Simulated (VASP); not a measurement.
All values below come from PBE GGA with D3 dispersion (Becke-Johnson damping), VASP's PBE PAW potentials (set 64) (plane waves; VASP 6.6.1).

A VASP calculation is set up with these files.

File KPOINTS:
```
Automatic mesh
0
Gamma
8 8 2
0 0 0
```

### INCAR
```
ALGO  =  Normal
EDIFF  =  1E-7
ENCUT  =  400
GGA  =  PE
ISIF  =  2
ISMEAR  =  -5
IVDW  =  12
LASPH  =  T
LCHARG  =  T
LEFG  =  T
LMAXMIX  =  4
LORBIT  =  11
LREAL  =  F
LWAVE  =  F
NEDOS  =  601
NELM  =  100
PREC  =  Accurate
SYSTEM  =  Te2Mo
```

File POSCAR:
```
Te2Mo
1
    3.4925562139     0.0000000000    -0.0000000000
   -1.7462781069     3.0246428203     0.0000000000
   -0.0000000000    -0.0000000000    13.6696251134
Mo Te
2 4
Direct
  0.3333330000   0.6666670000   0.2500000000
  0.6666670000   0.3333330000   0.7500000000
  0.3333330000   0.6666670000   0.6170133163
  0.6666670000   0.3333330000   0.1170133163
  0.3333330000   0.6666670000   0.8829866837
  0.6666670000   0.3333330000   0.3829866837
```

POTCAR, in this order: Mo_sv Te (PBE.64 set). Program: vasp_std.

The resulting files:

**OSZICAR**
```
       N       E                     dE             d eps       ncg     rms          rms(c)
DAV:   1     0.346760848675E+03    0.34676E+03   -0.24321E+04  1496   0.123E+03
DAV:   2    -0.168890154041E+02   -0.36365E+03   -0.35584E+03  1580   0.317E+02
DAV:   3    -0.365753035038E+02   -0.19686E+02   -0.19518E+02  1533   0.626E+01
DAV:   4    -0.371172445434E+02   -0.54194E+00   -0.53863E+00  1533   0.103E+01
DAV:   5    -0.371344212471E+02   -0.17177E-01   -0.17165E-01  1615   0.183E+00    0.222E+01
DAV:   6    -0.363494846374E+02    0.78494E+00   -0.82971E+00  1500   0.143E+01    0.908E+00
DAV:   7    -0.363173206449E+02    0.32164E-01   -0.84417E+00  1390   0.115E+01    0.642E+00
DAV:   8    -0.358910278014E+02    0.42629E+00   -0.18849E+00  1529   0.617E+00    0.329E+00
DAV:   9    -0.358928791099E+02   -0.18513E-02   -0.24000E-01  1655   0.222E+00    0.134E+00
DAV:  10    -0.358869560026E+02    0.59231E-02   -0.44925E-02  1537   0.108E+00    0.384E-01
DAV:  11    -0.358872527701E+02   -0.29677E-03   -0.24045E-03  1530   0.253E-01    0.287E-01
DAV:  12    -0.358871687192E+02    0.84051E-04   -0.34554E-04  1455   0.875E-02    0.174E-01
DAV:  13    -0.358871311047E+02    0.37614E-04   -0.11992E-04  1522   0.588E-02    0.930E-02
DAV:  14    -0.358871309949E+02    0.10983E-06   -0.12230E-05  1614   0.141E-02    0.620E-02
DAV:  15    -0.358871296513E+02    0.13436E-05   -0.20404E-06  1450   0.737E-03    0.337E-02
DAV:  16    -0.358871281994E+02    0.14519E-05   -0.28578E-06  1596   0.757E-03    0.165E-02
DAV:  17    -0.358871279088E+02    0.29062E-06   -0.56798E-07  1313   0.346E-03    0.231E-03
DAV:  18    -0.358871278812E+02    0.27554E-07   -0.10592E-07   859   0.152E-03
   1 F= -.39225925E+02 E0= -.39225925E+02  d E =0.000000E+00
```

OUTCAR:
```
------------------------ aborting loop because EDIFF is reached ----------------------------------------
 Edisp (eV)   -3.33880
  FORCE on cell =-STRESS in cart. coord.  units (eV):
  Direction    XX          YY          ZZ          XY          YZ          ZX
  --------------------------------------------------------------------------------------
  Total       0.01397     0.01397     0.03530     0.00000    -0.00000     0.00000
  in kB       0.15497     0.15497     0.39168     0.00000    -0.00000     0.00000
  external pressure =        0.23 kB  Pullay stress =        0.00 kB
  volume of cell :      144.40
      direct lattice vectors                 reciprocal lattice vectors
     3.492556214  0.000000000  0.000000000     0.286323237  0.165308775  0.000000000
    -1.746278107  3.024642820  0.000000000     0.000000000  0.330617550  0.000000000
     0.000000000  0.000000000 13.669625113     0.000000000  0.000000000  0.073154896
 POSITION                                       TOTAL-FORCE (eV/Angst)
 -----------------------------------------------------------------------------------
     -0.00000      2.01643      3.41741        -0.000000     -0.000000      0.000000
      1.74628      1.00821     10.25222         0.000000     -0.000000      0.000000
     -0.00000      2.01643      8.43434        -0.000000      0.000000     -0.015660
      1.74628      1.00821      1.59953         0.000000      0.000000     -0.015660
     -0.00000      2.01643     12.07010        -0.000000      0.000000      0.015660
      1.74628      1.00821      5.23528        -0.000000      0.000000      0.015660
 -----------------------------------------------------------------------------------
    total drift:                                0.000776     -0.000448      0.001057
  FREE ENERGIE OF THE ION-ELECTRON SYSTEM (eV)
  ---------------------------------------------------
  free  energy   TOTEN  =       -39.2259246170 eV

  energy  without entropy=      -39.2259246170  energy(sigma->0) =      -39.22592462

 total charge

# of ion       s       p       d       tot
------------------------------------------
    1        2.255   6.149   3.996  12.401
    2        2.255   6.149   3.996  12.401
    3        1.387   1.978   0.067   3.433
    4        1.387   1.978   0.067   3.433
    5        1.387   1.978   0.067   3.433
    6        1.387   1.978   0.067   3.433
--------------------------------------------------
tot         10.060  20.211   8.261  38.532
```
(Selected blocks of OUTCAR.)

OUTCAR:
```
 val. band max:        8.6982953037   @ k =   0.0000   0.0000   0.0000

 cond. band min:       9.3814397608   @ k =   0.2500   0.1250   0.0000


 Fermi energy:         8.7637282494

 k-point     1 :       0.0000    0.0000    0.0000
  band No.  band energies     occupation
      1     -52.1540      2.00000
      2     -52.1539      2.00000
      3     -26.3360      2.00000
      4     -26.3360      2.00000
      5     -26.1924      2.00000
      6     -26.1924      2.00000
      7     -26.1923      2.00000
      8     -26.1923      2.00000
      9      -4.5528      2.00000
     10      -4.0981      2.00000
     11      -3.7539      2.00000
     12      -3.0617      2.00000
     13       2.5446      2.00000
     14       4.1364      2.00000
     15       5.2809      2.00000
     16       6.8606      2.00000
     17       6.8606      2.00000
     18       6.8826      2.00000
     19       6.8826      2.00000
     20       7.4880      2.00000
     21       7.6329      2.00000
     22       7.6330      2.00000
     23       7.6826      2.00000
     24       7.6827      2.00000
     25       8.5375      2.00000
     26       8.6983      2.00000
     27      11.5727      0.00000
     28      11.5728      0.00000
     29      11.7598      0.00000
     30      11.7601      0.00000
     31      11.7661      0.00000

 k-point     2 :       0.1250    0.0000    0.0000
  band No.  band energies     occupation
      1     -52.1524      2.00000
      2     -52.1524      2.00000
      3     -26.3316      2.00000
      4     -26.3316      2.00000
      5     -26.2131      2.00000
      6     -26.2130      2.00000
      7     -26.1971      2.00000
      8     -26.1970      2.00000
      9      -4.3262      2.00000
     10      -3.8760      2.00000
     11      -3.5812      2.00000
     12      -2.9163      2.00000
     13       2.7942      2.00000
     14       4.3690      2.00000
     15       5.1871      2.00000
     16       6.3593      2.00000
     17       6.4214      2.00000
...
```

Unless said otherwise, spin-orbit coupling is left out, though it shifts the bands of the heavy elements here.

The structure comes from a measured Te2Mo entry (P6_3/mmc) of the Crystallography Open Database, whose conditions weren't checked. It was relaxed first.
